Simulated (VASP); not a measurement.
# LiIrRh2: the relaxed cell at several levels, part 2 of 4

Aim: relax LiIrRh2 with several functionals and dispersion schemes, and compare the cells. The cell is invented: it takes the structure of a Materials Project entry for LiRh3 (space group 139 there), with some of its atoms replaced by other elements, volume scaled by an estimate. It may not be a known or stable phase. LASPH is on for some levels and off for others; the table marks which.

VASP 6.6.1, plane waves and PAW; the level of theory is named at each step.

So far. Step 2 (Rough relaxation of the start cell): It ends with forces that vanish by symmetry and a pressure of 0.02 GPa.

### 3. Relaxation with PBE

Level of this step: PBE; plane waves and PAW (Ir, Rh_pv, Li_sv); invented cell (VASP).

Properties are meant for the cell that this level of theory prefers, so cell and atoms are relaxed first (ISIF = 3) until forces and stress are small; EDIFFG sets the threshold.

Input file INCAR:

```
SYSTEM = LiIrRh2
PREC = Accurate
ENCUT = 700
EDIFF = 1E-06
NELM = 100
ISMEAR = -1
SIGMA = 0.05
LREAL = .FALSE.
ALGO = Normal
GGA = PE
NBANDS = 27
LORBIT = 11
LWAVE = .FALSE.
LCHARG = .FALSE.
KPAR = 2
IBRION = 2
NSW = 60
ISIF = 3
EDIFFG = -0.01
```

Input file POSCAR:

```
LiIrRh2
1.0
   -1.8929490269      1.8929490269      3.7639195962
    1.8929490269     -1.8929490269      3.7639195962
    1.8929490269      1.8929490269     -3.7639195962
Ir Rh Li
1 2 1
Direct
    0.5000000000      0.5000000000      0.0000000000
    0.7500000000      0.2500000000      0.5000000000
    0.2500000000      0.7500000000      0.5000000000
    0.0000000000      0.0000000000      0.0000000000
```

Input file KPOINTS:

```
Automatic mesh
0
Gamma
8 8 8
0 0 0
```

PAW data sets: Ir, Rh_pv and Li_sv (PBE family, release 64).

On the command line:

```sh
mpirun -np 2 vasp_std
```

The program printed:

```text
[... set-up lines as in an earlier step ...]
 entering main loop
       N       E                     dE             d eps       ncg     rms          rms(c)
DAV:   1     0.532228895661E+03    0.53223E+03   -0.28079E+04  3186   0.211E+03
DAV:   2    -0.404114596871E+01   -0.53627E+03   -0.52489E+03  3209   0.563E+02
DAV:   3    -0.263318561743E+02   -0.22291E+02   -0.20806E+02  3580   0.117E+02
DAV:   4    -0.277138964547E+02   -0.13820E+01   -0.13717E+01  5411   0.231E+01
DAV:   5    -0.277352293869E+02   -0.21333E-01   -0.21300E-01  3724   0.247E+00    0.173E+01
DAV:   6    -0.256951024886E+02    0.20401E+01   -0.74574E+00  3614   0.233E+01    0.470E+00
DAV:   7    -0.257112556472E+02   -0.16153E-01   -0.60411E-01  4354   0.651E+00    0.326E+00
DAV:   8    -0.256429258321E+02    0.68330E-01   -0.27087E-01  4197   0.501E+00    0.204E+00
DAV:   9    -0.256296190529E+02    0.13307E-01   -0.17513E-02  3414   0.134E+00    0.896E-02
DAV:  10    -0.256295702008E+02    0.48852E-04   -0.15280E-03  4646   0.282E-01    0.471E-02
DAV:  11    -0.256295848718E+02   -0.14671E-04   -0.34241E-05  3716   0.427E-02    0.172E-02
DAV:  12    -0.256295822623E+02    0.26095E-05   -0.73169E-06  4391   0.210E-02    0.429E-03
DAV:  13    -0.256295815966E+02    0.66571E-06   -0.45922E-07  1941   0.584E-03
   1 F= -.25629582E+02 E0= -.25615659E+02  d E =-.256296E+02
 curvature:   0.00 expect dE= 0.000E+00 dE for cont linesearch  0.000E+00
 trial: gam= 0.00000 g(F)=  0.632E-48 g(S)=  0.438E-04 ort = 0.000E+00 (trialstep = 0.100E+01)
 search vector abs. value=  0.438E-04
 bond charge predicted
       N       E                     dE             d eps       ncg     rms          rms(c)
DAV:   1    -0.256300988732E+02   -0.51661E-03   -0.11267E-02  3288   0.869E-01    0.165E-01
DAV:   2    -0.256302078644E+02   -0.10899E-03   -0.53778E-03  3906   0.703E-01    0.186E-01
DAV:   3    -0.256296250888E+02    0.58278E-03   -0.21961E-03  4026   0.482E-01    0.380E-02
DAV:   4    -0.256296067323E+02    0.18357E-04   -0.91559E-05  3547   0.713E-02    0.129E-02
DAV:   5    -0.256296069457E+02   -0.21343E-06   -0.78836E-06  3959   0.198E-02
   2 F= -.25629607E+02 E0= -.25615699E+02  d E =-.253491E-04
 trial-energy change:   -0.000025  1 .order   -0.000024   -0.000044   -0.000005
 step:   1.1155(harm=  1.1155)  dis= 0.00000  next Energy=   -25.629606 (dE=-0.244E-04)
 reached required accuracy - stopping structural energy minimisation
```

The job ended after 2.7 min (2 MPI ranks of AMD EPYC 7R43, shared host; peak memory 0.62 GiB; 4.8 min of CPU time).

From OUTCAR (step 3):

```text
  LATTYP: Found a body centered tetragonal cell.
 ALAT       =     3.7858980538
 C/A-ratio  =     1.9883893030

The static configuration has the point symmetry D_4h.

 Found     59 irreducible k-points:

   k-points           NKPTS =     59   k-points in BZ     NKDIM =     59   number of bands    NBANDS=     27

   dimension x,y,z NGX =    40 NGY =   40 NGZ =   40
   dimension x,y,z NGXF=    80 NGYF=   80 NGZF=   80

   ENCUT  =  700.0 eV  51.45 Ry    7.17 a.u.   9.96  9.96  9.96*2*pi/ulx,y,z

   NELECT =      42.0000    total number of electrons

 E-fermi :   8.6743

 k-point     1 :       0.0000    0.0000    0.0000
  band No.  band energies     occupation
    ...
     15       5.4225      2.00000
     16       5.6588      2.00000
     17       7.7982      2.00000
     18       7.9910      2.00000
     19       8.3029      1.99881
     20       8.7846      0.19858
     21       8.7846      0.19858
     22       8.9281      0.01242
     23      10.0933      0.00000
     24      11.8471      0.00000
    ...

 k-point     2 :       0.1250    0.0000   -0.0000
  band No.  band energies     occupation
    ...
     17       7.7754      2.00000
     18       7.9722      2.00000
     19       8.2720      1.99936
     20       8.3052      1.99876
     21       8.6524      1.21582
     22       8.7968      0.15897
     23       9.9198      0.00000
     24      12.2489      0.00000
     25      15.7400      0.00000
     26      16.9319      0.00000
    ...

  Total        0.0296413      0.0296413      0.0013443      0.0000000      0.0000000     -0.0000000
  in kB        0.8807634      0.8807634      0.0399438      0.0000000      0.0000000     -0.0000000
  external PRESSURE =       0.6004902 kB  Pullay stress =       0.0000000 kB

  energy-cutoff  :      700.00
  volume of cell :       53.92
      direct lattice vectors                 reciprocal lattice vectors
    -1.893124530  1.893124530  3.761228905     0.000000000  0.264113634  0.132935275
     1.893124530 -1.893124530  3.761228905     0.264113634  0.000000000  0.132935275
     1.893124530  1.893124530 -3.761228905     0.264113634  0.264113634  0.000000000

 POSITION                                       TOTAL-FORCE (eV/Angst)
 -----------------------------------------------------------------------------------
      0.00000      0.00000      3.76123        -0.000000     -0.000000     -0.000000
      0.00000      1.89312      1.88061        -0.000000      0.000000      0.000000
      1.89312      0.00000      1.88061         0.000000     -0.000000      0.000000
      1.89312     -1.89312      3.76123        -0.000000     -0.000000     -0.000000
 -----------------------------------------------------------------------------------
    total drift:                                0.000000     -0.000000     -0.000000

  FREE ENERGIE OF THE ION-ELECTRON SYSTEM (eV)
  ---------------------------------------------------
  free  energy   TOTEN  =       -25.6296069457 eV

  energy  without entropy=      -25.6017911339  energy(sigma->0) =      -25.61569904

 total charge
# of ion       s       p       d       tot
------------------------------------------
    1        0.698   0.574   6.928   8.200
    2        0.417   6.258   7.125  13.800
    3        0.417   6.258   7.125  13.800
    4        2.044   0.089   0.000   2.133
--------------------------------------------------
tot          3.576  13.179  21.179  37.934

[... 2 parts as in an earlier step ...]

[... 7 further parts left out ...]
```

CONTCAR:

```
LiIrRh2
   1.00000000000000
    -1.8931245297384365    1.8931245297384365    3.7612289051790588
     1.8931245297384365   -1.8931245297384365    3.7612289051790588
     1.8931245297384365    1.8931245297384365   -3.7612289051790588
  Ir              Rh              Li
     1     2     1
Direct
     0.5000000000000000    0.5000000000000000    0.0000000000000000
     0.7500000000000000    0.2500000000000000    0.5000000000000000
     0.2500000000000000    0.7500000000000000    0.5000000000000000
     0.0000000000000000    1.0000000000000000    0.0000000000000000
```

Little changed from the start: no atom moved by 0.005 Å and no cell edge by 0.1 %.

This step gave:

```yaml
irreducible_k_points: 59
free_energy_toten: -25.63 eV
energy_at_zero_smearing: -25.62 eV
fermi_energy: 8.674 eV
pressure: 0.06005 GPa
scf_cycles_over_all_ionic_steps: 18
```

It ends with forces that vanish by symmetry and a pressure of 0.06 GPa. The conventional cell has a = 3.786 and c = 7.522 Å.

### 4. Relaxation with LDA

This step: LDA; plane waves and PAW (Ir, Rh_pv, Li_sv); invented cell (VASP 6.6.1).

LDA, the lowest rung, knows the local density alone.

INCAR: that of step 3 with these lines changed.

```diff
@@ -9,3 +9,3 @@
 ALGO = Normal
-GGA = PE
+GGA = CA
 NBANDS = 27
```

POSCAR is that of step 3.

KPOINTS is that of step 3.

On the command line:

```sh
mpirun -np 2 vasp_std
```

The program printed:

```text
[banner, memory and clock lines left out]
running    2 mpi-ranks, on    1 nodes
 distrk:  each k-point on    1 cores,    2 groups
 distr:  one band on    1 cores,    1 groups

 POSCAR found type information on POSCAR IrRhLi
 POSCAR found :  3 types and       4 ions
|                                                                             |
|               ----> ADVICE to this user running VASP <----                  |
|                                                                             |
|     You enforced a specific xc type in the INCAR file but a different       |
|     [... a line on the potential file left out ...]
|     I HOPE YOU KNOW WHAT YOU ARE DOING!                                     |
|                                                                             |

 LDA part: xc-table for (Slater(with rela. corr.)+CA(PZ))
 , standard interpolation
 POSCAR, INCAR and KPOINTS ok, starting setup
 FFT: planning ... GRIDC
 FFT: planning ... GRID_SOFT
 FFT: planning ... GRID
 WAVECAR not read
 entering main loop
       N       E                     dE             d eps       ncg     rms          rms(c)
DAV:   1     0.527180931651E+03    0.52718E+03   -0.27981E+04  3186   0.210E+03
DAV:   2    -0.896752078273E+01   -0.53615E+03   -0.52478E+03  3209   0.562E+02
DAV:   3    -0.314944009520E+02   -0.22527E+02   -0.21004E+02  3640   0.117E+02
DAV:   4    -0.328328337006E+02   -0.13384E+01   -0.13286E+01  5341   0.225E+01
DAV:   5    -0.328563747966E+02   -0.23541E-01   -0.23511E-01  3805   0.265E+00    0.198E+01
DAV:   6    -0.301022225030E+02    0.27542E+01   -0.10483E+01  3458   0.297E+01    0.393E+00
DAV:   7    -0.300692211089E+02    0.33001E-01   -0.34232E-01  4309   0.409E+00    0.223E+00
DAV:   8    -0.300575921407E+02    0.11629E-01   -0.88239E-02  4252   0.283E+00    0.157E+00
DAV:   9    -0.300382022837E+02    0.19390E-01   -0.44310E-02  4562   0.215E+00    0.114E-01
DAV:  10    -0.300381053681E+02    0.96916E-04   -0.27426E-03  3965   0.403E-01    0.528E-02
DAV:  11    -0.300381088187E+02   -0.34506E-05   -0.47146E-05  4154   0.490E-02    0.236E-02
DAV:  12    -0.300381099714E+02   -0.11527E-05   -0.12727E-05  4420   0.247E-02    0.370E-03
DAV:  13    -0.300381099856E+02   -0.14209E-07   -0.66219E-07  2091   0.627E-03
   1 F= -.30038110E+02 E0= -.30024091E+02  d E =-.300381E+02
 curvature:   0.00 expect dE= 0.000E+00 dE for cont linesearch  0.000E+00
 trial: gam= 0.00000 g(F)=  0.112E-47 g(S)=  0.586E+00 ort = 0.000E+00 (trialstep = 0.100E+01)
 search vector abs. value=  0.586E+00
 bond charge predicted
       N       E                     dE             d eps       ncg     rms          rms(c)
DAV:   1    -0.469322628132E+02   -0.16894E+02   -0.29047E+02  3219   0.165E+02    0.476E+01
DAV:   2    -0.358304539150E+02    0.11102E+02   -0.11389E+02  3383   0.955E+01    0.203E+01
DAV:   3    -0.309704555648E+02    0.48600E+01   -0.54054E+01  4082   0.550E+01    0.107E+01
DAV:   4    -0.297989847019E+02    0.11715E+01   -0.37696E+00  4131   0.220E+01    0.676E+00
DAV:   5    -0.297739829636E+02    0.25002E-01   -0.24354E-01  3778   0.328E+00    0.251E+00
DAV:   6    -0.297762270154E+02   -0.22441E-02   -0.90603E-02  4979   0.182E+00    0.326E-01
DAV:   7    -0.297760931083E+02    0.13391E-03   -0.51184E-03  3823   0.603E-01    0.213E-01
DAV:   8    -0.297762635395E+02   -0.17043E-03   -0.12243E-03  4881   0.320E-01    0.710E-02
DAV:   9    -0.297762401044E+02    0.23435E-04   -0.13269E-04  4266   0.121E-01    0.281E-02
DAV:  10    -0.297762419365E+02   -0.18321E-05   -0.50366E-06  3430   0.191E-02    0.449E-03
DAV:  11    -0.297762418359E+02    0.10065E-06   -0.45551E-07  1920   0.547E-03
   2 F= -.29776242E+02 E0= -.29765428E+02  d E =0.261868E+00
[...]
3 F= -.30153234E+02 E0= -.30140513E+02  d E =-.115124E+00
[...]
4 F= -.30153326E+02 E0= -.30140635E+02  d E =-.115216E+00
[...]
5 F= -.30153294E+02 E0= -.30140628E+02  d E =-.115184E+00
[...]
6 F= -.30153585E+02 E0= -.30140853E+02  d E =-.291145E-03
[...]
7 F= -.30153586E+02 E0= -.30140856E+02  d E =-.291698E-03
 curvature:  -0.42 expect dE=-0.192E-03 dE for cont linesearch -0.325E-06
 trial: gam= 0.71338 g(F)=  0.360E-50 g(S)=  0.462E-03 ort =-0.231E-04 (trialstep = 0.762E+00)
 search vector abs. value=  0.776E-03
 bond charge predicted
       N       E                     dE             d eps       ncg     rms          rms(c)
DAV:   1    -0.301572531061E+02   -0.36669E-02   -0.10829E-01  3222   0.272E+00    0.405E-01
DAV:   2    -0.301541945984E+02    0.30585E-02   -0.90474E-03  3312   0.831E-01    0.140E-01
DAV:   3    -0.301541427760E+02    0.51822E-04   -0.33295E-03  4312   0.532E-01    0.148E-01
DAV:   4    -0.301537765869E+02    0.36619E-03   -0.12151E-03  4178   0.375E-01    0.349E-02
DAV:   5    -0.301537660496E+02    0.10537E-04   -0.72789E-05  3400   0.569E-02    0.126E-02
DAV:   6    -0.301537658100E+02    0.23965E-06   -0.82844E-06  4373   0.215E-02
   8 F= -.30153766E+02 E0= -.30141049E+02  d E =-.180161E-03
 trial-energy change:   -0.000180  1 .order   -0.000166   -0.000340    0.000007
 step:   0.7496(harm=  0.7466)  dis= 0.00000  next Energy=   -30.153766 (dE=-0.180E-03)
 reached required accuracy - stopping structural energy minimisation
```

Elapsed: 8.2 min, on 2 MPI ranks; peak memory 0.56 GiB.

From OUTCAR (step 4):

```text
The static configuration has the point symmetry D_4h.

 Found     59 irreducible k-points:

   NELECT =      42.0000    total number of electrons

 E-fermi :   9.2085

 k-point     1 :       0.0000    0.0000    0.0000
  band No.  band energies     occupation
    ...
     15       5.6784      2.00000
     16       5.9187      2.00000
     17       8.2615      2.00000
     18       8.4482      2.00000
     19       8.7855      1.99958
     20       9.3254      0.17591
     21       9.3254      0.17591
     22       9.5197      0.00396
     23      10.8069      0.00000
     24      12.2849      0.00000
    ...

 k-point     2 :       0.1250    0.0000   -0.0000
  band No.  band energies     occupation
    ...
     17       8.2328      2.00000
     18       8.4229      2.00000
     19       8.7507      1.99979
     20       8.7912      1.99953
     21       9.1817      1.26197
     22       9.3680      0.07913
     23      10.6018      0.00000
     24      12.7671      0.00000
     25      16.5528      0.00000
     26      17.6660      0.00000
    ...

  Total        0.0042946      0.0042946      0.0035424      0.0000000      0.0000000      0.0000000
  in kB        0.1348905      0.1348905      0.1112650      0.0000000      0.0000000      0.0000000
  external PRESSURE =       0.1270153 kB  Pullay stress =       0.0000000 kB

  energy-cutoff  :      700.00
  volume of cell :       51.01
      direct lattice vectors                 reciprocal lattice vectors
    -1.855025974  1.855025974  3.705841518     0.000000000  0.269538005  0.134922122
     1.855025974 -1.855025974  3.705841518     0.269538005  0.000000000  0.134922122
     1.855025974  1.855025974 -3.705841518     0.269538005  0.269538005  0.000000000

 POSITION                                       TOTAL-FORCE (eV/Angst)
 -----------------------------------------------------------------------------------
      0.00000      0.00000      3.70584        -0.000000      0.000000     -0.000000
      0.00000      1.85503      1.85292         0.000000      0.000000      0.000000
      1.85503      0.00000      1.85292        -0.000000     -0.000000      0.000000
      0.00000      0.00000      0.00000        -0.000000      0.000000     -0.000000
 -----------------------------------------------------------------------------------
    total drift:                                0.000000     -0.000000     -0.000000

  FREE ENERGIE OF THE ION-ELECTRON SYSTEM (eV)
  ---------------------------------------------------
  free  energy   TOTEN  =       -30.1537658100 eV

  energy  without entropy=      -30.1283323606  energy(sigma->0) =      -30.14104909

 total charge
# of ion       s       p       d       tot
------------------------------------------
    1        0.718   0.621   6.993   8.332
    2        0.426   6.294   7.166  13.886
    3        0.426   6.294   7.166  13.886
    4        2.050   0.133   0.000   2.182
--------------------------------------------------
tot          3.620  13.342  21.325  38.287

[... 8 parts as in an earlier step ...]

[... 5 further parts left out ...]
```

The PAW data sets were made with PBE, though LDA sets exist; this is a small mismatch.

Step by step:

```tsv
step	energy less that of the first step (eV)	largest force (eV/Å)	pressure (GPa)	volume (Å³)
1	0.0000	0.0000	-11.95	53.95
2	0.2619	0.0000	29.05	46.47
3	-0.1151	0.0000	-0.39	51.11
4	-0.1152	0.0000	-0.07	51.04
5	-0.1152	0.0000	0.21	50.98
6	-0.1155	0.0000	-0.34	51.09
7	-0.1155	0.0000	-0.32	51.08
8	-0.1157	0.0000	0.01	51.01
```

```tsv
conventional cell, symmetrised	before	after	change
a (Å)	3.786	3.710	-2.0 %
b (Å)	3.786	3.710	-2.0 %
c (Å)	7.528	7.412	-1.5 %
volume (Å³/atom)	13.49	12.75	-5.4 %
```

The relaxed structure:

```xyz
4
Lattice="-1.8550 1.8550 3.7058 1.8550 -1.8550 3.7058 1.8550 1.8550 -3.7058" Properties=species:S:1:pos:R:3 pbc="T T T"
Ir    0.0000    0.0000    3.7058
Rh    0.0000    1.8550    1.8529
Rh    1.8550    0.0000    1.8529
Li    0.0000    0.0000    0.0000
```

This step gave:

```
free energy (TOTEN)             : -30.15 eV
energy at zero smearing         : -30.14 eV
Fermi energy                    : 9.209 eV
pressure                        : 0.01270 GPa
SCF cycles over all ionic steps : 64
```

It ends at 12.75 Å³/atom, -5.4 % from the start, with 0.01 GPa left. The conventional cell has a = 3.710 and c = 7.412 Å.

[end of part 2 of 4]

[Lines on the potential files, build, host, timing and source positions are cut from VASP's logs without a mark.]

[Logs are printed without paths, hosts, clocks, repeated set-up lines and the standing remarks that a program may print on its own settings, such as how far it seeks lower states.]

[Hosts, paths, dates, database ids (printed as entryN), source tags and the programs' standing remarks are cut or masked in the printed files.]

[A measured line is paired with the nearest computed mode of its activity, which favours agreement.]
